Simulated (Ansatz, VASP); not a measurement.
# NiO: VASP beside Ansatz, part 2 of 2

Wanted: the spread between two codes on one cell, functional and k mesh. The cell is taken from a series of VASP runs on this material, whose earlier steps may have relaxed, scaled or displaced it; both programs get it as it stands.

VASP 6.6.1 and Ansatz 0.2.0.

So far: The structure; Ansatz: zone-centre phonons, PBEsol with D3(BJ), DFT+U.

## (3) VASP: zone-centre phonons, PBEsol with D3(BJ), DFT+U

Level of this step: PBEsol with D3(BJ), DFT+U (Ni d 6.2 eV), spin-polarised from a ferromagnetic start (one magnetic atom a cell); plane waves and PAW (Ni, O) (VASP).

The same cell, functional, mesh and smearing now go to VASP, with its own data sets and cutoff.

Lines of VASP's logs that name or quote its potential files are left out, and so is its time.

Contents of INCAR:

```
SYSTEM = NiO
PREC = Accurate
ENCUT = 520
EDIFF = 1E-08
NELM = 100
ISMEAR = 0
SIGMA = 0.03
LREAL = .FALSE.
ALGO = Normal
GGA = PS
IVDW = 12
NBANDS = 15
ISPIN = 2
MAGMOM = 1 0
LDAU = .TRUE.
LDAUTYPE = 2
LDAUL = 2 -1
LDAUU = 6.2 0
LDAUJ = 0 0
LDAUPRINT = 1
LASPH = .TRUE.
LMAXMIX = 4
LORBIT = 11
LWAVE = .FALSE.
LCHARG = .FALSE.
KPAR = 2
IBRION = 6
NFREE = 2
POTIM = 0.015
NSW = 1
ISIF = 2
```

Contents of POSCAR:

```
NiO
1.0
    0.0000000000      2.0547081218      2.0547081218
    2.0547081218      0.0000000000      2.0547081218
    2.0547081218      2.0547081218      0.0000000000
Ni O
1 1
Direct
    0.0000000000      0.0000000000      0.0000000000
    0.5000000000      0.5000000000      0.5000000000
```

Contents of KPOINTS:

```
Automatic mesh
0
Gamma
8 8 8
0 0 0
```

The projector-augmented-wave data sets are Ni and O (PBE family, release 64).

On the command line:

```
$ mpirun -np 2 vasp_std
```

Numbers of over 12 decimals in the logs are rounded to 6 here.

What it wrote:

```text
[banner, memory and clock lines left out]
running    2 mpi-ranks, on    1 nodes
 distrk:  each k-point on    1 cores,    2 groups
 distr:  one band on    1 cores,    1 groups

 POSCAR found type information on POSCAR NiO
 POSCAR found :  2 types and       2 ions
|                                                                             |
|               ----> ADVICE to this user running VASP <----                  |
|                                                                             |
|     You enforced a specific xc type in the INCAR file but a different       |
|     [... a line on the potential file left out ...]
|     I HOPE YOU KNOW WHAT YOU ARE DOING!                                     |
|                                                                             |

 LDA part: xc-table for (Slater+PW92), standard interpolation
 POSCAR, INCAR and KPOINTS ok, starting setup
 FFT: planning ... GRIDC
 FFT: planning ... GRID_SOFT
 FFT: planning ... GRID
 WAVECAR not read
 entering main loop
       N       E                     dE             d eps       ncg     rms          rms(c)
DAV:   1     0.803250537836E+02    0.80325E+02   -0.75991E+03  1820   0.135E+03
DAV:   2    -0.566050012868E+01   -0.85986E+02   -0.75984E+02  1936   0.259E+02
DAV:   3    -0.100196356155E+02   -0.43591E+01   -0.42704E+01  1957   0.650E+01
DAV:   4    -0.100550752999E+02   -0.35440E-01   -0.35434E-01  2119   0.575E+00
DAV:   5    -0.100556835988E+02   -0.60830E-03   -0.60830E-03  2104   0.736E-01    0.175E+01
DAV:   6    -0.105981715894E+02   -0.54249E+00   -0.13956E+01  1909   0.791E+01    0.196E+01
DAV:   7    -0.107304679451E+02   -0.13230E+00   -0.11184E+00  1902   0.256E+01    0.102E+01
DAV:   8    -0.109079333329E+02   -0.17747E+00   -0.16353E-01  2055   0.514E+00    0.613E+00
DAV:   9    -0.109866181515E+02   -0.78685E-01   -0.59751E-02  2138   0.848E+00    0.553E-01
DAV:  10    -0.109919661803E+02   -0.53480E-02   -0.26202E-02  2085   0.219E+00    0.492E-01
DAV:  11    -0.109918986692E+02    0.67511E-04   -0.20648E-03  2149   0.108E+00    0.149E-01
DAV:  12    -0.109923404160E+02   -0.44175E-03   -0.29909E-04  1901   0.576E-01    0.490E-02
DAV:  13    -0.109923913413E+02   -0.50925E-04   -0.10066E-04  2432   0.196E-01    0.174E-02
DAV:  14    -0.109923963738E+02   -0.50324E-05   -0.21652E-05  2044   0.527E-02    0.476E-03
DAV:  15    -0.109923964778E+02   -0.10404E-06   -0.91078E-07  2090   0.144E-02    0.240E-03
DAV:  16    -0.109923964877E+02   -0.98839E-08   -0.64118E-08  1989   0.253E-03
   1 F= -.11445733E+02 E0= -.11445733E+02  d E =-.253687E-29  mag=     2.0000
[...]
2 F= -.11445022E+02 E0= -.11445022E+02  d E =-.328932E-29  mag=     2.0000
[...]
3 F= -.11445022E+02 E0= -.11445022E+02  d E =-.328771E-29  mag=     2.0000
[...]
4 F= -.11445020E+02 E0= -.11445020E+02  d E =-.329271E-29  mag=     2.0000
 Finite differences progress:
  Degree of freedom:   2/  2
  Displacement:        1/  2
  Total:               3/  4
 bond charge predicted
       N       E                     dE             d eps       ncg     rms          rms(c)
DAV:   1    -0.109881341813E+02    0.35305E-02   -0.36615E+00  3540   0.147E+01    0.306E-01
DAV:   2    -0.109919870048E+02   -0.38528E-02   -0.45104E-02  3967   0.198E+00    0.175E-01
DAV:   3    -0.109916847231E+02    0.30228E-03   -0.63422E-04  4391   0.328E-01    0.145E-01
DAV:   4    -0.109916620423E+02    0.22681E-04   -0.19521E-04  4289   0.165E-01    0.348E-02
DAV:   5    -0.109916658118E+02   -0.37695E-05   -0.34109E-05  3946   0.578E-02    0.171E-02
DAV:   6    -0.109916650242E+02    0.78761E-06   -0.15088E-06  4653   0.313E-02    0.980E-03
DAV:   7    -0.109916646442E+02    0.38004E-06   -0.97965E-07  4024   0.126E-02    0.292E-03
DAV:   8    -0.109916646649E+02   -0.20741E-07   -0.34180E-07  4132   0.754E-03    0.965E-04
DAV:   9    -0.109916646491E+02    0.15846E-07   -0.16401E-08  3195   0.140E-03    0.560E-04
DAV:  10    -0.109916646451E+02    0.39533E-08   -0.20858E-09  2141   0.528E-04
   5 F= -.11445020E+02 E0= -.11445020E+02  d E =-.328379E-29  mag=     2.0000
 Finite differences progress:
  Degree of freedom:   2/  2
  Displacement:        2/  2
  Total:               4/  4
```

From OUTCAR (step 3):

```text
ion  position               nearest neighbor table
   1  0.000  0.000  0.000-   2 2.05   2 2.05   2 2.05   2 2.05   2 2.05   2 2.05
   2  0.500  0.500  0.500-   1 2.05   1 2.05   1 2.05   1 2.05   1 2.05   1 2.05

  LATTYP: Found a face centered cubic cell.
 ALAT       =     4.1094162436

 Subroutine GETGRP returns: Found 48 space group operations
 (whereof 48 operations were pure point group operations)

The static configuration has the point symmetry O_h .

 Found     29 irreducible k-points:

   k-points           NKPTS =     29   k-points in BZ     NKDIM =     29   number of bands    NBANDS=     15

   dimension x,y,z NGX =    24 NGY =   24 NGZ =   24
   dimension x,y,z NGXF=    48 NGYF=   48 NGZF=   48

   ENCUT  =  520.0 eV  38.22 Ry    6.18 a.u.   5.40  5.40  5.40*2*pi/ulx,y,z

   NELECT =      16.0000    total number of electrons

 k-points in reciprocal lattice and weights: Automatic mesh
   0.00000000  0.00000000  0.00000000       0.002
   0.12500000  0.00000000  0.00000000       0.016
   0.25000000  0.00000000  0.00000000       0.016
   0.37500000  0.00000000  0.00000000       0.016
   0.50000000  0.00000000  0.00000000       0.008
   0.12500000  0.12500000  0.00000000       0.012
   0.25000000  0.12500000  0.00000000       0.047
   0.37500000  0.12500000  0.00000000       0.047
   0.50000000  0.12500000  0.00000000       0.047
[...]
-0.37500000  0.50000000  0.12500000       0.023
  -0.25000000  0.50000000  0.25000000       0.012

 Edisp (eV)   -0.45336

atom =   1  type =  1  l = 2

 onsite density matrix

spin component  1

  0.9853 -0.0000  0.0000 -0.0000  0.0000
 -0.0000  0.9853  0.0000  0.0000  0.0000
  0.0000  0.0000  1.0479 -0.0000 -0.0000
 -0.0000  0.0000 -0.0000  0.9853 -0.0000
  0.0000  0.0000 -0.0000 -0.0000  1.0479

spin component  2

  0.9836 -0.0000 -0.0000 -0.0000 -0.0000
 -0.0000  0.9836 -0.0000  0.0000 -0.0000
 -0.0000 -0.0000  0.1565 -0.0000 -0.0001
 -0.0000  0.0000 -0.0000  0.9836  0.0000
 -0.0000 -0.0000 -0.0001  0.0000  0.1566

 occupancies and eigenvectors

  o =  0.1565  v =  0.0000  0.0000  0.0000  0.0000  0.0000  0.0000 -0.0000 -0.8660 -0.0000 -0.5000      0.0000  0.0000  0.0000  0.0000  0.0000  0.0000  0.0000  0.0000  0.0000  0.0000
  o =  0.1566  v =  0.0000  0.0000  0.0000  0.0000  0.0000  0.0000  0.0000  0.5000 -0.0000 -0.8660      0.0000  0.0000  0.0000  0.0000  0.0000  0.0000  0.0000  0.0000  0.0000  0.0000
  o =  0.9836  v =  0.0000  0.0000  0.0000  0.0000  0.0000  0.0000 -1.0000 -0.0000 -0.0000 -0.0000      0.0000  0.0000  0.0000  0.0000  0.0000  0.0000  0.0000  0.0000  0.0000  0.0000
  o =  0.9836  v =  0.0000  0.0000  0.0000  0.0000  0.0000  0.0000 -0.0000  0.0000  1.0000 -0.0000      0.0000  0.0000  0.0000  0.0000  0.0000  0.0000  0.0000  0.0000  0.0000  0.0000
  o =  0.9836  v =  0.0000  0.0000  0.0000  0.0000  0.0000  1.0000  0.0000  0.0000  0.0000  0.0000      0.0000  0.0000  0.0000  0.0000  0.0000  0.0000  0.0000  0.0000  0.0000  0.0000
  o =  0.9853  v =  0.0000 -1.0000 -0.0000 -0.0000 -0.0000  0.0000  0.0000  0.0000  0.0000  0.0000      0.0000  0.0000  0.0000  0.0000  0.0000  0.0000  0.0000  0.0000  0.0000  0.0000
  o =  0.9853  v =  1.0000  0.0000  0.0000  0.0000  0.0000  0.0000  0.0000  0.0000  0.0000  0.0000      0.0000  0.0000  0.0000  0.0000  0.0000  0.0000  0.0000  0.0000  0.0000  0.0000
  o =  0.9853  v =  0.0000 -0.0000 -0.0000  1.0000  0.0000  0.0000  0.0000  0.0000  0.0000  0.0000      0.0000  0.0000  0.0000  0.0000  0.0000  0.0000  0.0000  0.0000  0.0000  0.0000
  o =  1.0479  v =  0.0000  0.0000 -0.8660  0.0000 -0.5000  0.0000  0.0000  0.0000  0.0000  0.0000      0.0000  0.0000  0.0000  0.0000  0.0000  0.0000  0.0000  0.0000  0.0000  0.0000
  o =  1.0479  v =  0.0000  0.0000  0.5000  0.0000 -0.8660  0.0000  0.0000  0.0000  0.0000  0.0000      0.0000  0.0000  0.0000  0.0000  0.0000  0.0000  0.0000  0.0000  0.0000  0.0000

 average (electrostatic) potential at core
       1 -83.5572       2 -67.0368

 E-fermi :   7.5955

 spin component 1
 k-point     1 :       0.0000    0.0000    0.0000
  band No.  band energies     occupation
    ...
      5       2.2865      1.00000
      6       2.2881      1.00000
      7       5.6909      1.00000
      8       5.6909      1.00000
      9       5.6915      1.00000
     10      10.3152      0.00000
     11      25.3399      0.00000
     12      25.3400      0.00000
     13      25.3401      0.00000
     14      26.2906      0.00000
    ...

 k-point     2 :       0.1250    0.0000    0.0000
  band No.  band energies     occupation
    ...
      5       2.3402      1.00000
      6       2.3413      1.00000
      7       4.9188      1.00000
      8       6.0023      1.00000
      9       6.0030      1.00000
     10      11.3643      0.00000
     11      22.5429      0.00000
     12      25.2891      0.00000
     13      25.2894      0.00000
     14      28.6299      0.00000
    ...

 k-point     3 :       0.2500    0.0000    0.0000
  band No.  band energies     occupation
    ...
      5       2.5449      1.00000
      6       2.5455      1.00000
      7       4.2200      1.00000
      8       6.6319      1.00000
      9       6.6323      1.00000
     10      13.0616      0.00000
     11      20.1209      0.00000
     12      24.2980      0.00000
     13      24.2987      0.00000
     14      28.8002      0.00000
    ...

 k-point     4 :       0.3750    0.0000    0.0000
  band No.  band energies     occupation
    ...
      5       2.7854      1.00000
      6       2.7857      1.00000
      7       4.1957      1.00000
      8       7.1628      1.00000
      9       7.1629      1.00000
     10      13.9793      0.00000
     11      18.9990      0.00000
     12      23.0439      0.00000
     13      23.0452      0.00000
     14      28.6297      0.00000
    ...

 k-point     5 :       0.5000    0.0000    0.0000
  band No.  band energies     occupation
    ...
      5       2.8902      1.00000
      6       2.8905      1.00000
      7       4.2689      1.00000
      8       7.3650      1.00000
      9       7.3653      1.00000
     10      14.0641      0.00000
     11      18.8872      0.00000
     12      22.5514      0.00000
     13      22.5530      0.00000
     14      28.6515      0.00000
    ...

 k-point     6 :       0.1250    0.1250    0.0000
  band No.  band energies     occupation
    ...
      5       2.2713      1.00000
      6       2.2736      1.00000
      7       5.3277      1.00000
      8       5.6816      1.00000
      9       5.6832      1.00000
     10      11.7434      0.00000
     11      22.4995      0.00000
     12      24.9898      0.00000
     13      24.9899      0.00000
     14      26.0767      0.00000
    ...

 Edisp (eV)   -0.45336

  Total       0.01506     0.00184     0.00184    -0.00000     0.00000     0.00000
  in kB       1.39041     0.16998     0.16998    -0.00000     0.00000     0.00000
  external pressure =        0.58 kB  Pullay stress =        0.00 kB

  energy-cutoff  :      520.00
  volume of cell :       17.35
      direct lattice vectors                 reciprocal lattice vectors
     0.000000000  2.054708122  2.054708122    -0.243343565  0.243343565  0.243343565
     2.054708122  0.000000000  2.054708122     0.243343565 -0.243343565  0.243343565
     2.054708122  2.054708122  0.000000000     0.243343565  0.243343565 -0.243343565

 POSITION                                       TOTAL-FORCE (eV/Angst)
 -----------------------------------------------------------------------------------
      0.00000      0.00000      0.00000        -0.085569      0.000000      0.000000
      2.03971      2.05471      2.05471         0.085569      0.000000      0.000000
 -----------------------------------------------------------------------------------
    total drift:                               -0.000080      0.000000      0.000000

  FREE ENERGIE OF THE ION-ELECTRON SYSTEM (eV)
  ---------------------------------------------------
  free  energy   TOTEN  =       -11.4450197928 eV

  energy  without entropy=      -11.4450197928  energy(sigma->0) =      -11.44501979

 Eigenvectors and eigenvalues of the dynamical matrix
 ----------------------------------------------------

   1 f  =   10.527704 THz    66.147518 2PiTHz  351.166420 cm-1    43.539067 meV
             X         Y         Z           dx          dy          dz
      0.000000  0.000000  0.000000     0.000000    0.462622    0.000000
      2.054708  2.054708  2.054708     0.000000   -0.886555    0.000000

   2 f  =   10.527704 THz    66.147518 2PiTHz  351.166420 cm-1    43.539067 meV
             X         Y         Z           dx          dy          dz
      0.000000  0.000000  0.000000    -0.462622    0.000000    0.000000
      2.054708  2.054708  2.054708     0.886555    0.000000    0.000000

   3 f  =   10.527704 THz    66.147518 2PiTHz  351.166420 cm-1    43.539067 meV
             X         Y         Z           dx          dy          dz
      0.000000  0.000000  0.000000     0.000000    0.000000   -0.462622
      2.054708  2.054708  2.054708     0.000000    0.000000    0.886555

   4 f/i=    0.002557 THz     0.016066 2PiTHz    0.085291 cm-1     0.010575 meV
             X         Y         Z           dx          dy          dz
      0.000000  0.000000  0.000000     0.886555    0.000000    0.000000
      2.054708  2.054708  2.054708     0.462622    0.000000    0.000000

   5 f/i=    0.002557 THz     0.016066 2PiTHz    0.085291 cm-1     0.010575 meV
             X         Y         Z           dx          dy          dz
      0.000000  0.000000  0.000000     0.000000   -0.886555    0.000000
      2.054708  2.054708  2.054708     0.000000   -0.462622    0.000000

   6 f/i=    0.002557 THz     0.016066 2PiTHz    0.085291 cm-1     0.010575 meV
             X         Y         Z           dx          dy          dz
      0.000000  0.000000  0.000000     0.000000    0.000000    0.886555
      2.054708  2.054708  2.054708     0.000000    0.000000    0.462622

 ELASTIC MODULI CONTR FROM IONIC RELAXATION (kBar)
 Direction    XX          YY          ZZ          XY          YZ          ZX
 --------------------------------------------------------------------------------
 XX           0.0000      0.0000      0.0000      0.0000      0.0000      0.0000
 YY           0.0000      0.0000      0.0000      0.0000      0.0000      0.0000
 ZZ           0.0000      0.0000      0.0000      0.0000      0.0000      0.0000
 XY           0.0000      0.0000      0.0000      0.0000      0.0000      0.0000
 YZ           0.0000      0.0000      0.0000      0.0000      0.0000      0.0000
 ZX           0.0000      0.0000      0.0000      0.0000      0.0000      0.0000
 --------------------------------------------------------------------------------

 total charge
# of ion       s       p       d       tot
------------------------------------------
    1        0.364   0.472   8.284   9.120
    2        1.541   3.486   0.000   5.028
--------------------------------------------------
tot          1.905   3.959   8.284  14.148

 magnetization (x)
# of ion       s       p       d       tot
------------------------------------------
    1        0.011   0.014   1.784   1.810
    2        0.019   0.169   0.000   0.188
--------------------------------------------------
tot          0.031   0.183   1.784   1.998

[... 6 further parts left out ...]
```

CONTCAR:

```
NiO
   1.00000000000000
     0.0000000000000000    2.0547081218000001    2.0547081218000001
     2.0547081218000001    0.0000000000000000    2.0547081218000001
     2.0547081218000001    2.0547081218000001    0.0000000000000000
  Ni              O
     1     1
Direct
     0.0000000000000000    0.0000000000000000    0.0000000000000000
     0.5036501534794293    0.4963498465205706    0.4963498465205707
```

The cell holds one magnetic atom, so no antiferromagnetic order fits into it. The last energy, forces, stress and levels in OUTCAR belong to the last displaced cell, not to the cell of POSCAR.

## (4) Side by side

Known differences besides the potentials themselves: U acts on the PAW sphere in VASP and on atomic orbitals in Ansatz, so only states and trends compare; the data sets hold 24 valence electrons in Ansatz (default PAW (the set named soft_2) files) and 16 in VASP; the cutoff is 420 eV in Ansatz and 520 eV in VASP; Ansatz makes its cores anew for this functional, VASP keeps those of its PBE data sets; Ansatz takes the dispersion share of the force constants at frozen C6 weights, VASP differentiates the full forces; VASP uses finite displacements, Ansatz perturbation theory. Total energies have different zeros and are not compared.

Compared:

| quantity | Ansatz | VASP | difference |
| --- | --- | --- | --- |
| optical mode 1 to 3 (cm⁻¹) | 381.4 | 351.2 | +8.62 % |

Modes are paired by rising frequency and degeneracy, not by their patterns, so a pair may still set unlike modes beside each other.

## (5) What came out

```json
{
 "r.m.s. difference of the optical zone-centre modes, each program's sorted by frequency (zone-centre phonons, PBEsol with D3(BJ), DFT+U)": "30 cm⁻¹",
 "difference in optical mode 1 to 3 (zone-centre phonons, PBEsol with D3(BJ), DFT+U)": "+8.6 %"
}
```

What this shows: The r.m.s. difference of the optical zone-centre modes, each program's sorted by frequency is 30 cm⁻¹ (zone-centre phonons, PBEsol with D3(BJ), DFT+U). Among the rows given in per cent, the largest difference of the zone-centre phonons, PBEsol with D3(BJ), DFT+U pair is in optical mode 1 to 3, +8.6 %. How closely two codes agree says nothing of how well the functional describes the real material.

[Lines on the potential files, build, host, timing and source positions are cut from VASP's logs without a mark.]

[Logs are printed without paths, hosts, clocks, repeated set-up lines and the standing remarks that a program may print on its own settings, such as how far it seeks lower states.]

[Hosts, paths, dates, database ids (printed as entryN), source tags and the programs' standing remarks are cut or masked in the printed files.]
